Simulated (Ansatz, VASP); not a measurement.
# Be (Beryllium) in two plane-wave programs, part 2 of 2

Aim: how closely do two programs agree when they are given the same cell, functional and k mesh? The cell is taken from a series of runs on this material, whose earlier steps may have relaxed, scaled, displaced or heated it; both programs get it as it stands.

VASP 6.6.1 and Ansatz 0.2.0.

So far: The structure; Ansatz: zone-centre phonons, LDA, pair 1; VASP: zone-centre phonons, LDA, pair 1; Differences.

### 5. Ansatz: zone-centre phonons, LDA, pair 2

Level of this step: Ansatz beside VASP: Kohn-Sham DFT, plane waves, LDA (Ansatz).

Second derivatives magnify differences that forces hide, and they need a tight electronic threshold. The cell compared in this pair holds 14.49 Å³, against 14.19 Å³ for the pair before.

The cell is taken from a series of runs on this material, whose earlier steps may have relaxed, scaled, displaced or heated it; both programs get it as it stands.

Contents of input.yaml:

```yaml
crystal:
  lattice:
    - [2.1962675222, 0.0, 0.0]
    - [-1.0981337611, 1.9020234678, 0.0]
    - [0.0, 0.0, 3.4684986139]
  atoms:
    - { symbol: Be, position: [0.3333333333, 0.6666666667, 0.25] }
    - { symbol: Be, position: [0.6666666667, 0.3333333333, 0.75] }
kpoints:
  mp_grid: { grid: [24, 24, 12] }
hamiltonian:
  xc: lda
  pseudopotentials: { kind: paw, azcp: { folder: soft_1 }, xc_functional: pbe }
scf:
  occupations: { method: methfessel_paxton, width: 0.2 }
output:
  eigenvalues: true
phonons:
  method: dfpt
```

Command:

```sh
$ ansatz run input.yaml --threads 4 --pin off --max-ram 10240MiB --backend cpu --events-out ev --progress --plain --runs-dir out
```

Numbers of over 12 decimals in the logs are rounded to 6 here.

Log:

```text
[...]
Crystal: 2 atoms, lattice volume = 14.489 Å³
Basis set: ecut = 420 eV, 287 PW (Γ), exchange–correlation on 30×30×48 points (8 copies of the dense FFT grid, shifted against one another)
Bands: 6, of which v1, the nominal top of the filled ones, is band 2 counted from 1 (1 counted from 0)
Symmetry: 24 space group operations
k-points: 1099 of 6912 (irreducible under 4 space group operations, time reversal used)
[...]
--- Band table (eV; the first three rows and the last of 1099) ---
[...]
ASR residual: 3.329e-5 → 0.000e0 eV/Å²; symmetrization residual: 3.553e-15 eV/Å²
  ASR residual per site (eV/Å²): 3.33e-5 3.33e-5
  Γ frequencies (cm⁻¹): 0.00 0.00 0.00 493.48 493.48 754.63
[...]
[key lines of the parts left out:]
SCF converged after 6 iterations
Free energy (F): -176.457217 eV
Fermi energy:    8.721800 eV
```

### 6. VASP: zone-centre phonons, LDA, pair 2

The same cell, functional (in two slightly different forms), mesh and smearing now go to VASP, with its own data sets.

Contents of INCAR:

```
SYSTEM = Be
PREC = Accurate
ENCUT = 600
EDIFF = 1E-08
NELM = 120
ISMEAR = 1
SIGMA = 0.2
LREAL = .FALSE.
ALGO = Normal
GGA = CA
NBANDS = 8
LORBIT = 11
LWAVE = .FALSE.
LCHARG = .FALSE.
ISIF = 2
IBRION = 8
LASPH = .TRUE.
GGA_COMPAT = .FALSE.
KPAR = 2
```

Contents of POSCAR:

```
Be
1.0
    2.1962675222      0.0000000000      0.0000000000
   -1.0981337611      1.9020234678      0.0000000000
    0.0000000000      0.0000000000      3.4684986139
Be
2
Direct
    0.3333333333      0.6666666667      0.2500000000
    0.6666666667      0.3333333333      0.7500000000
```

Contents of KPOINTS:

```
Automatic mesh
0
Gamma
24 24 12
0 0 0
```

Potentials, in the order of the species: Be (LDA family, release 64).

Command:

```sh
$ mpirun -np 2 vasp_std
```

Log:

```text
[... set-up lines as in an earlier step ...]
 entering main loop
       N       E                     dE             d eps       ncg     rms          rms(c)
DAV:   1    -0.425609244157E+01   -0.42561E+01   -0.20454E+03  6968   0.468E+02
DAV:   2    -0.845829007065E+01   -0.42022E+01   -0.40875E+01 10872   0.468E+01
DAV:   3    -0.847096513511E+01   -0.12675E-01   -0.12664E-01  7144   0.260E+00
DAV:   4    -0.847096782983E+01   -0.26947E-05   -0.26940E-05  9808   0.447E-02
[...]
DAV:   8    -0.840518204179E+01    0.96953E-05   -0.83724E-06  7272   0.287E-02    0.577E-03
DAV:   9    -0.840518083596E+01    0.12058E-05   -0.64505E-07  9328   0.690E-03    0.557E-04
DAV:  10    -0.840518082859E+01    0.73637E-08   -0.15292E-09  6432   0.376E-04
   1 F= -.84051808E+01 E0= -.84050380E+01  d E =-.428375E-03
 Linear response reoptimize wavefunctions to high precision
DAV:   1    -0.840518082775E+01    0.84395E-09   -0.29759E-10  7552   0.147E-04
DAV:   2    -0.840518082775E+01   -0.85265E-13   -0.80049E-13  3480   0.714E-06
 Linear response DOF=           2
 Linear response progress:
[...]
RMM:   6    -0.750359969806E-02   -0.59574E-08    0.94047E-10 52109   0.941E-05    0.535E-06
 first order change of Fermi-energy   0.17900E-05
 force on displaced ion       1 direction 1 :  -4.041   0.001   0.000
 Linear response progress:
  Degree of freedom:   2/  2
       N       E                     dE             d eps       ncg     rms          rms(c)
RMM:   1    -0.208755470550E-01   -0.20876E-01    0.95412E-03 24374   0.703E-01
RMM:   2    -0.169887268915E-01    0.38868E-02   -0.32016E-04 16100   0.797E-02    0.121E-01
RMM:   3    -0.161119292578E-01    0.87680E-03    0.71658E-04 15962   0.998E-02    0.450E-02
RMM:   4    -0.163289797891E-01   -0.21705E-03    0.16968E-04 16292   0.569E-02    0.420E-03
RMM:   5    -0.163637333100E-01   -0.34754E-04   -0.25139E-05 17029   0.339E-03    0.756E-04
RMM:   6    -0.163626820147E-01    0.10513E-05   -0.43537E-06 16798   0.570E-04    0.771E-05
RMM:   7    -0.163621726906E-01    0.50932E-06   -0.64283E-07 17363   0.296E-05    0.132E-05
RMM:   8    -0.163621218143E-01    0.50876E-07   -0.35382E-08 17467   0.707E-06    0.862E-07
RMM:   9    -0.163621165240E-01    0.52904E-08   -0.21740E-09 12464   0.532E-07    0.173E-07
 first order change of Fermi-energy   0.75250E-05
 force on displaced ion       1 direction 3 :   0.000  -0.000  -9.524
 Linear response finished
```

OUTCAR, selected parts (step 6):

```text
  Total        0.5690251      0.5690251      0.5694486      0.0000000      0.0000000      0.0000000
  in kB       62.9215394     62.9215394     62.9683681      0.0000000      0.0000000      0.0000000
  external PRESSURE =      62.9371490 kB  Pullay stress =       0.0000000 kB

 POSITION                                       TOTAL-FORCE (eV/Angst)
 -----------------------------------------------------------------------------------
     -0.00000      1.26802      0.86712         0.000000     -0.000000      0.000000
      1.09813      0.63401      2.60137        -0.000000      0.000000      0.000000
 -----------------------------------------------------------------------------------
    total drift:                                0.000000     -0.000000      0.000000

[... 1 part as in an earlier step ...]

[... 1 further part left out ...]
```

### 7. Side by side

Both answers:

| quantity | Ansatz | VASP | difference |
| --- | --- | --- | --- |
| optical mode 1 to 2 (cm⁻¹) | 493.5 | 493.8 | -0.06 % |
| optical mode 3 (cm⁻¹) | 754.6 | 758.1 | -0.46 % |

Modes are paired by rising frequency, not by their patterns, so a pair may set unlike modes beside each other; they are those without the splitting of longitudinal modes.

### 8. What came out

| Item | Value |
| --- | --- |
| r.m.s. difference of the optical zone-centre modes, each program's sorted by frequency (zone-centre phonons, LDA, pair 1) | 2.1 cm⁻¹ |
| r.m.s. difference of the optical zone-centre modes, each program's sorted by frequency (zone-centre phonons, LDA, pair 2) | 2.0 cm⁻¹ |

The r.m.s. difference of the optical zone-centre modes, each program's sorted by frequency is 2.1 cm⁻¹ (zone-centre phonons, LDA, pair 1). Such differences can come from data sets, numerical settings and the points named under the comparisons, not from the functional's error against experiment.

[Lines on the potential files, build, host, timing and source positions are cut from VASP's logs without a mark.]

[Logs are printed without paths, hosts, clocks, repeated set-up lines and the standing remarks that a program may print on its own settings, such as how far it seeks lower states.]

[Hosts, paths, dates, database ids (printed as entryN), source tags and the programs' standing remarks are cut or masked in the printed files.]
